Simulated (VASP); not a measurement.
Output of a VASP run:

File OUTCAR:
```
 ion  position               nearest neighbor table
   1  0.333  0.667  0.999-   4 1.91   4 1.91   4 1.91   3 1.93
   2  0.667  0.333  0.499-   3 1.91   3 1.91   3 1.91   4 1.93
   3  0.333  0.667  0.376-   2 1.91   2 1.91   2 1.91   1 1.93
   4  0.667  0.333  0.876-   1 1.91   1 1.91   1 1.91   2 1.93
  LATTYP: Found a hexagonal cell.
 ALAT       =     3.1142800100
 C/A-ratio  =     1.6469361366
 Subroutine PRICEL returns:
 Original cell was already a primitive cell.
 Subroutine GETGRP returns: Found 12 space group operations
The static configuration has the point symmetry C_3v.
 The point group associated with its full space group is C_6v.
The dynamic configuration has the point symmetry C_3v.
The overall configuration has the point symmetry C_3v.
 Subroutine INISYM returns: Found 12 space group operations
 Subroutine IBZKPT returns following result:
 Found     56 irreducible k-points:

 Following reciprocal coordinates:
            Coordinates               Weight
  0.000000  0.000000  0.000000      1.000000
  0.100000  0.000000  0.000000      6.000000
  0.200000  0.000000  0.000000      6.000000
  0.300000 -0.000000  0.000000      6.000000
  0.400000 -0.000000  0.000000      6.000000
  0.500000 -0.000000  0.000000      3.000000
  0.100000  0.100000  0.000000      6.000000
  0.200000  0.100000  0.000000     12.000000
  0.300000  0.100000  0.000000     12.000000
  0.400000  0.100000  0.000000     12.000000
  0.200000  0.200000  0.000000      6.000000
  0.300000  0.200000  0.000000     12.000000
  0.400000  0.200000  0.000000      6.000000
  0.300000  0.300000  0.000000      6.000000
  0.000000  0.000000  0.166667      2.000000
  0.100000  0.000000  0.166667     12.000000
  0.200000  0.000000  0.166667     12.000000
  0.300000 -0.000000  0.166667     12.000000
  0.400000 -0.000000  0.166667     12.000000
  0.500000 -0.000000  0.166667      6.000000
  0.100000  0.100000  0.166667     12.000000
  0.200000  0.100000  0.166667     24.000000
  0.300000  0.100000  0.166667     24.000000
  0.400000  0.100000  0.166667     24.000000
  0.200000  0.200000  0.166667     12.000000
  0.300000  0.200000  0.166667     24.000000
  0.400000  0.200000  0.166667     12.000000
  0.300000  0.300000  0.166667     12.000000
  0.000000  0.000000  0.333333      2.000000
  0.100000  0.000000  0.333333     12.000000
  0.200000  0.000000  0.333333     12.000000
  0.300000 -0.000000  0.333333     12.000000
  0.400000 -0.000000  0.333333     12.000000
  0.500000 -0.000000  0.333333      6.000000
  0.100000  0.100000  0.333333     12.000000
  0.200000  0.100000  0.333333     24.000000
  0.300000  0.100000  0.333333     24.000000
  0.400000  0.100000  0.333333     24.000000
  0.200000  0.200000  0.333333     12.000000
  0.300000  0.200000  0.333333     24.000000
   k-points           NKPTS =     56   k-points in BZ     NKDIM =     56   number of bands    NBANDS=     22
   number of dos      NEDOS =    301   number of ions     NIONS =      4
   total plane-waves  NPLWV =  23040
   dimension x,y,z NGX =    24 NGY =   24 NGZ =   40
   dimension x,y,z NGXF=    48 NGYF=   48 NGZF=   80
   ions per type =               2   2
   PREC   = accura    normal or accurate (medium, high low for compatibility)
   ISTART =      0    job   : 0-new  1-cont  2-samecut
   ICHARG =      2    charge: 1-file 2-atom 10-const
   ISPIN  =      2    spin polarized calculation?
   LNONCOLLINEAR =      F non collinear calculations
   LSORBIT =      F    spin-orbit coupling
   INIWAV =      1    electr: 0-lowe 1-rand  2-diag
   ENCUT  =  520.0 eV  38.22 Ry    6.18 a.u.   5.79  5.79  9.54*2*pi/ulx,y,z
   NELM   =    100;   NELMIN=  2; NELMDL= -5     # of ELM steps
   EDIFF  = 0.1E-05   stopping-criterion for ELM
   LREAL  =      F    real-space projection
   NLSPLINE    = F    spline interpolate recip. space projectors
   LMAXMIX     =    4 max onsite mixed and CHGCAR
...
```

File OSZICAR:
```
...
DAV:   6    -0.283471658888E+02    0.10450E-04   -0.23586E-05  7220   0.526E-02    0.143E-02
DAV:   7    -0.283471660197E+02   -0.13094E-06   -0.12037E-05  4542   0.354E-02    0.656E-03
DAV:   8    -0.283471659300E+02    0.89764E-07   -0.13612E-06  2488   0.182E-02
   4 F= -.28347166E+02 E0= -.28347371E+02  d E =-.936409E-03  mag=     5.2249
       N       E                     dE             d eps       ncg     rms          rms(c)
DAV:   1    -0.283568675708E+02   -0.97016E-02   -0.94726E-01  4934   0.742E+00    0.845E-01
DAV:   2    -0.283498744073E+02    0.69932E-02   -0.30849E-02  6502   0.219E+00    0.455E-01
DAV:   3    -0.283481317919E+02    0.17426E-02   -0.61494E-03  7430   0.800E-01    0.275E-01
DAV:   4    -0.283481691548E+02   -0.37363E-04   -0.16616E-03  7020   0.487E-01    0.101E-01
DAV:   5    -0.283480497774E+02    0.11938E-03   -0.33456E-04  7196   0.242E-01    0.559E-02
DAV:   6    -0.283480110156E+02    0.38762E-04   -0.82263E-05  7686   0.100E-01    0.275E-02
DAV:   7    -0.283480106173E+02    0.39823E-06   -0.47265E-05  6782   0.657E-02    0.128E-02
DAV:   8    -0.283480099139E+02    0.70346E-06   -0.38481E-06  3808   0.310E-02
   5 F= -.28348010E+02 E0= -.28348077E+02  d E =-.178039E-02  mag=     5.1795
       N       E                     dE             d eps       ncg     rms          rms(c)
DAV:   1    -0.283484203538E+02   -0.40974E-03   -0.42133E-02  4946   0.157E+00    0.180E-01
DAV:   2    -0.283481138786E+02    0.30648E-03   -0.13717E-03  6470   0.461E-01    0.960E-02
DAV:   3    -0.283480377471E+02    0.76131E-04   -0.27644E-04  7446   0.174E-01    0.589E-02
DAV:   4    -0.283480381031E+02   -0.35601E-06   -0.75108E-05  7004   0.105E-01    0.207E-02
DAV:   5    -0.283480329004E+02    0.52027E-05   -0.15564E-05  7034   0.510E-02    0.117E-02
DAV:   6    -0.283480311215E+02    0.17790E-05   -0.29310E-06  2678   0.212E-02    0.588E-03
DAV:   7    -0.283480311487E+02   -0.27213E-07   -0.25269E-06  2782   0.157E-02
   6 F= -.28348031E+02 E0= -.28348037E+02  d E =-.180163E-02  mag=     5.1661
       N       E                     dE             d eps       ncg     rms          rms(c)
DAV:   1    -0.283486363954E+02   -0.60527E-03   -0.10280E-01  5030   0.239E+00    0.259E-01
DAV:   2    -0.283482172598E+02    0.41914E-03   -0.44972E-03  6232   0.771E-01    0.140E-01
DAV:   3    -0.283480419871E+02    0.17527E-03   -0.74069E-04  6792   0.199E-01    0.812E-02
DAV:   4    -0.283480436120E+02   -0.16248E-05   -0.12174E-04  7092   0.113E-01    0.269E-02
DAV:   5    -0.283480278473E+02    0.15765E-04   -0.23875E-05  6680   0.654E-02    0.159E-02
DAV:   6    -0.283480263845E+02    0.14628E-05   -0.13277E-05  4252   0.263E-02    0.845E-03
DAV:   7    -0.283480266504E+02   -0.26588E-06   -0.17746E-06  2644   0.189E-02
   7 F= -.28348027E+02 E0= -.28347946E+02  d E =0.449825E-05  mag=     5.1590
       N       E                     dE             d eps       ncg     rms          rms(c)
DAV:   1    -0.283482949838E+02   -0.26860E-03   -0.27350E-02  5024   0.123E+00    0.134E-01
DAV:   2    -0.283481808920E+02    0.11409E-03   -0.11996E-03  6240   0.400E-01    0.726E-02
DAV:   3    -0.283481337081E+02    0.47184E-04   -0.20341E-04  6804   0.104E-01    0.420E-02
DAV:   4    -0.283481352013E+02   -0.14932E-05   -0.32649E-05  7040   0.595E-02    0.139E-02
DAV:   5    -0.283481310629E+02    0.41384E-05   -0.57182E-06  3196   0.339E-02    0.819E-03
DAV:   6    -0.283481304476E+02    0.61533E-06   -0.38867E-06  2482   0.142E-02
   8 F= -.28348130E+02 E0= -.28348101E+02  d E =-.992989E-04  mag=     5.1632
```

**OUTCAR**
```
------------------------ aborting loop because EDIFF is reached ----------------------------------------
  FORCE on cell =-STRESS in cart. coord.  units (eV):
  Direction    XX          YY          ZZ          XY          YZ          ZX
  --------------------------------------------------------------------------------------
  Total       -0.0010781     -0.0010781     -0.0085762      0.0000000     -0.0000000      0.0000000
  in kB       -0.0400747     -0.0400747     -0.3187999      0.0000000     -0.0000000      0.0000000
  external PRESSURE =      -0.1329831 kB  Pullay stress =       0.0000000 kB
  volume of cell :       43.10
      direct lattice vectors                 reciprocal lattice vectors
     3.098455158 -0.000000000  0.000000000     0.322741479  0.186334907 -0.000000000
    -1.549227579  2.683340484  0.000000000     0.000000000  0.372669814 -0.000000000
     0.000000000  0.000000000  5.184045010     0.000000000  0.000000000  0.192899560
 POSITION                                       TOTAL-FORCE (eV/Angst)
 -----------------------------------------------------------------------------------
     -0.00000      1.78889      0.01067         0.000000     -0.000000     -0.001027
      1.54923      0.89445      2.60269        -0.000000     -0.000000     -0.001027
     -0.00000      1.78889      1.93335         0.000000      0.000000      0.001027
      1.54923      0.89445      4.52537        -0.000000     -0.000000      0.001027
 -----------------------------------------------------------------------------------
    total drift:                               -0.001414      0.000817     -0.000519
  FREE ENERGIE OF THE ION-ELECTRON SYSTEM (eV)
  ---------------------------------------------------
  free  energy   TOTEN  =       -28.3481304476 eV

  energy  without entropy=      -28.3480414521  energy(sigma->0) =      -28.34810078

 total charge

# of ion       s       p       d       tot
------------------------------------------
    1        0.371   0.500   7.257   8.128
    2        0.371   0.500   7.257   8.128
    3        1.549   3.439   0.000   4.988
    4        1.549   3.439   0.000   4.988
--------------------------------------------------
tot          3.840   7.879  14.513  26.233

 magnetization (x)

# of ion       s       p       d       tot
------------------------------------------
    1        0.014   0.057   2.160   2.230
    2        0.014   0.057   2.160   2.230
    3        0.021   0.250   0.000   0.271
    4        0.021   0.250   0.000   0.271
--------------------------------------------------
tot          0.069   0.613   4.319   5.001

 reached required accuracy - stopping structural energy minimisation
```
(Selected blocks of OUTCAR.)

### POSCAR
```
CoO
1
    3.1142800100     0.0000000000     0.0000000000
   -1.5571400050     2.6970452014     0.0000000000
    0.0000000000     0.0000000000     5.1290202880
Co O
2 2
Direct
  0.3333330000   0.6666670000   0.9992205976
  0.6666670000   0.3333330000   0.4992205976
  0.3333330000   0.6666670000   0.3757794024
  0.6666670000   0.3333330000   0.8757794024
```

Question: Write an INCAR and KPOINTS that could have produced this output.

Answer: One answer among several that fit: the input of the run itself, PBEsol GGA, plane waves, VASP's PBE PAW potentials (set 64).

### KPOINTS
```
Automatic mesh
0
Gamma
10 10 6
0 0 0
```

**INCAR**
```
# general
SYSTEM  = CoO
PREC    = Accurate
ENCUT   = 520
LREAL   = .FALSE.
LASPH   = .TRUE.

# electronic loop
EDIFF   = 1E-6
NELM    = 100
ALGO    = Normal
LMAXMIX = 4

# smearing
ISMEAR  = 1
SIGMA   = 0.1

# functional
GGA     = PS

# spin
ISPIN   = 2
MAGMOM  = 2*3.0 2*0.0

# ions
IBRION  = 2
NSW     = 60
ISIF    = 3
EDIFFG  = -0.02

# output
LWAVE   = .FALSE.
LCHARG  = .FALSE.
LORBIT  = 10
```

POTCAR, in this order: Co O (PBE.64 set). Program: vasp_std.

The moments were started parallel, and other spin orders were not tried in this run.

The structure was generated: CoO was put into the wurtzite type (P6_3mc), which need not be its known phase. This run relaxes it. Symmetry was kept, so distortions that lower it aren't found. The start is the result of an earlier pass.
